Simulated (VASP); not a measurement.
Consider the following.

```xyz
1
Lattice="0.0000 1.8858 1.8858 1.8858 0.0000 1.8858 1.8858 1.8858 0.0000" Properties=species:S:1:pos:R:3 pbc="T T T"
Rh     0.0000     0.0000     0.0000
```

Method: AM05 GGA, VASP's PBE PAW potentials (set 64) (plane waves; VASP). Run with 520 eV cut-off, 15×15×15 Γ-centred mesh, first-order Methfessel-Paxton smearing of 0.10 eV, potentials Rh_pv.

Task: What does the run give for the energy per atom (σ→0), band gap (on the k-mesh) with the smallest direct gap where there is one?

Result: 
```
Property                                                     Value
------------------------  ----------------------------------------
band gap (on the k-mesh)  none (metal, semimetal or under 0.01 eV)
energy per atom (σ→0)                               -7.853 eV/atom
```

The compound is Rh in the fcc structure. It was relaxed first. The start is the result of an earlier pass.
